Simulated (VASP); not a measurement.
Calculation: PBEsol GGA, VASP's PBE PAW potentials (set 64) (plane waves; VASP).

The input files of a VASP run:

KPOINTS:
```
Automatic mesh
0
Gamma
7 7 2
0 0 0
```

### POSCAR
```
Mg3ZnTe4
1
   -0.0000000000     3.1643937069     3.1643937069
    3.1643937069    -0.0000000000     3.1643937069
   12.7258116708    12.7258116708    -0.0682368431
Zn Te Mg
1 4 3
Direct
  0.9998710573   0.9998710573   0.0000967071
  0.2614608647   0.2614608647   0.0539043515
  0.2527421887   0.2527421887   0.3104433584
  0.2449653028   0.2449653028   0.5662760228
  0.2382423473   0.2382423473   0.8213182394
  0.0087832460   0.0087832460   0.2434125656
  0.0008537712   0.0008537712   0.4993596716
  0.9930812220   0.9930812220   0.7551890835
```

**INCAR**
```
ALGO  =  Normal
EDIFF  =  1E-7
ENCUT  =  400
GGA  =  PS
ISIF  =  2
ISMEAR  =  -5
LASPH  =  .True.
LCHARG  =  .True.
LEFG  =  .True.
LMAXMIX  =  4
LORBIT  =  11
LREAL  =  .False.
LWAVE  =  .False.
NEDOS  =  601
NELM  =  100
PREC  =  Accurate
SYSTEM  =  Mg3ZnTe4
```

POTCAR, in this order: Zn Te Mg (PBE.64 set). Program: vasp_std.

Output

OSZICAR:
```
       N       E                     dE             d eps       ncg     rms          rms(c)
DAV:   1     0.177939021713E+03    0.17794E+03   -0.13743E+04  1664   0.110E+03
DAV:   2    -0.126166134684E+02   -0.19056E+03   -0.18679E+03  2056   0.216E+02
DAV:   3    -0.270164350556E+02   -0.14400E+02   -0.14374E+02  1978   0.643E+01
DAV:   4    -0.273277511002E+02   -0.31132E+00   -0.31121E+00  2340   0.991E+00
DAV:   5    -0.273338148859E+02   -0.60638E-02   -0.60635E-02  2130   0.130E+00    0.642E+00
DAV:   6    -0.265697229495E+02    0.76409E+00   -0.17847E+00  2038   0.220E+01    0.463E+00
DAV:   7    -0.264672427730E+02    0.10248E+00   -0.95686E-01  1960   0.505E+00    0.207E+00
DAV:   8    -0.264730938478E+02   -0.58511E-02   -0.34241E-02  2138   0.103E+00    0.939E-01
DAV:   9    -0.264704473654E+02    0.26465E-02   -0.14139E-02  1808   0.747E-01    0.259E-01
DAV:  10    -0.264705658779E+02   -0.11851E-03   -0.23497E-03  2182   0.493E-01    0.758E-02
DAV:  11    -0.264706208215E+02   -0.54944E-04   -0.36549E-04  2160   0.219E-01    0.300E-02
DAV:  12    -0.264706617176E+02   -0.40896E-04   -0.62391E-05  1804   0.589E-02    0.109E-02
DAV:  13    -0.264706696084E+02   -0.78908E-05   -0.11522E-05  2154   0.192E-02    0.522E-03
DAV:  14    -0.264706706023E+02   -0.99399E-06   -0.19007E-06  1894   0.848E-03    0.246E-03
DAV:  15    -0.264706707249E+02   -0.12260E-06   -0.13260E-07  1656   0.207E-03    0.131E-03
DAV:  16    -0.264706707853E+02   -0.60370E-07   -0.16885E-07  1296   0.248E-03
   1 F= -.26470671E+02 E0= -.26470671E+02  d E =0.000000E+00
```

File OUTCAR:
```
------------------------ aborting loop because EDIFF is reached ----------------------------------------
  FORCE on cell =-STRESS in cart. coord.  units (eV):
  Direction    XX          YY          ZZ          XY          YZ          ZX
  --------------------------------------------------------------------------------------
  Total        0.0224128      0.0224128      0.0224128      0.0120597     -0.0120597     -0.0120597
  in kB        0.1405230      0.1405230      0.1405230      0.0756114     -0.0756114     -0.0756114
  external PRESSURE =       0.1405230 kB  Pullay stress =       0.0000000 kB
  volume of cell :      255.54
      direct lattice vectors                 reciprocal lattice vectors
     0.000000000  3.164393707  3.164393707    -0.157585658  0.158430645  0.157585658
     3.164393707  0.000000000  3.164393707     0.158430645 -0.157585658  0.157585658
    12.725811671 12.725811671 -0.068236843     0.039185168  0.039185168 -0.039185168
 POSITION                                       TOTAL-FORCE (eV/Angst)
 -----------------------------------------------------------------------------------
      3.16522      3.16522      6.32796         0.005132      0.005132     -0.005132
      1.51334      1.51334      1.65105        -0.002365     -0.002365      0.002365
      4.75042      4.75042      1.57837        -0.000086     -0.000086      0.000086
      7.98149      7.98149      1.51169         0.002110      0.002110     -0.002110
     11.20583     11.20583      1.45174         0.001684      0.001684     -0.001684
      3.12542      3.12542      0.03898        -0.000129     -0.000129      0.000129
      6.35746      6.35746     -0.02867        -0.006174     -0.006174      0.006174
     12.75289     12.75289      6.23347        -0.000172     -0.000172      0.000172
 -----------------------------------------------------------------------------------
    total drift:                               -0.001341     -0.001341      0.001342
  FREE ENERGIE OF THE ION-ELECTRON SYSTEM (eV)
  ---------------------------------------------------
  free  energy   TOTEN  =       -26.4706707853 eV

  energy  without entropy=      -26.4706707853  energy(sigma->0) =      -26.47067079

 total charge

# of ion       s       p       d       tot
------------------------------------------
    1        0.544   0.392   9.759  10.696
    2        1.346   2.060   0.020   3.427
    3        1.339   2.159   0.010   3.508
    4        1.339   2.159   0.010   3.508
    5        1.340   2.141   0.015   3.497
    6        0.177   0.134   0.025   0.336
    7        0.175   0.134   0.025   0.334
    8        0.177   0.135   0.025   0.337
--------------------------------------------------
tot          6.437   9.314   9.890  25.642

 Electric field gradients after diagonalization (V/A^2)
 (convention: |V_zz| > |V_xx| > |V_yy|)
----------------------------------------------------------------------
 ion       V_xx      V_yy      V_zz     asymmetry (V_yy - V_xx)/ V_zz
----------------------------------------------------------------------
   1       3.814     3.795    -7.609       0.002
   2      79.644    79.643  -159.287       0.000
   3     -14.928   -14.928    29.856       0.000
   4     -13.341   -13.340    26.681       0.000
   5     -58.109   -58.108   116.217       0.000
   6       0.357     0.357    -0.714       0.000
   7      -0.122    -0.122     0.244       0.001
   8      -0.404    -0.403     0.807       0.001
```
(Selected blocks of OUTCAR.)

The structure was generated: Mg3ZnTe4 was put into an ordered model structure (R3m), which need not be its known phase. It was relaxed first.
